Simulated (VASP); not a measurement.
Consider the following.

```xyz
2
Lattice="3.5873 -1.8945 -0.0546 3.5873 1.8945 -0.0546 2.6051 0.0000 3.1278" Properties=species:S:1:pos:R:3 pbc="T T T"
As     2.2542     0.0000     0.6958
As     7.5255     0.0000     2.3227
```

These are PBEsol GGA, VASP's PBE PAW potentials (set 64) (plane waves; VASP 6.6.1) values and carry that method's errors. Settings: 480 eV cut-off, 12×12×12 Γ-centred mesh, first-order Methfessel-Paxton smearing of 0.10 eV, potentials As.

Task: Give the force on each atom (eV/Å).

Result: 
```
atom      Fx     Fy      Fz
----  ------  -----  ------
As1   -0.184  0.000  -0.045
As2    0.184  0.000   0.045
```

Task: Give the stress tensor in GPa (positive for a compressed cell).

Result: 
```
-2.44   0.00   0.62
 0.00  -1.43   0.00
 0.62   0.00  -2.67
```
The pressure is its mean diagonal, -2.18 GPa.

The compound is As in the a7 structure. This cell was strained or had an atom moved on purpose.
